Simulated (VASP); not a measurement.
Here is a VASP 6.6.1 calculation.

File INCAR:

```
ALGO = Fast ; EDIFF = 1E-7
EDIFFG = -0.01 ; ENCUT = 600
GGA = PE ; IBRION = 2
ISIF = 3 ; ISMEAR = 0
LASPH = T ; LCHARG = F
LREAL = F ; LWAVE = F
NELM = 100 ; NSW = 100
PREC = Accurate ; SIGMA = 0.1
```

File KPOINTS:

```
k-points
0
Gamma
  8 8 8
```

The input POSCAR:

```
SiSbTe3
1.0
    5.2930937878      0.0000000000      0.0000000000
    0.0000000000      5.2930937878      0.0000000000
    0.0000000000      0.0000000000      5.2930937878
Si Sb Te
1 1 3
Direct
    0.0000000000      0.0000000000      0.0000000000
    0.5000000000      0.5000000000      0.5000000000
    0.5000000000      0.0000000000      0.0000000000
    0.0000000000      0.5000000000      0.0000000000
    0.0000000000      0.0000000000      0.5000000000
```

Potentials or basis: VASP PAW PBE potentials, release 64 (Si, Sb, Te).

Command:

```console
$ cat potpaw_PBE.64/Si/POTCAR potpaw_PBE.64/Sb/POTCAR potpaw_PBE.64/Te/POTCAR > POTCAR
$ mpirun -np 1 vasp_std > vasp.out
```

(1) Estimate the band gap on the k mesh.

(2) Estimate the space group after relaxing (to 0.05 Å).

(3) Estimate the relaxed volume.

(4) Estimate the relaxed cell.

Results:

(1) none (metal or under the smearing width).

(2) Pm-3m (No. 221).

(3) 29.21 Å³/atom.

(4) a = 5.266 Å, b = 5.266 Å, c = 5.266 Å, α = 90.00°, β = 90.00°, γ = 90.00°.
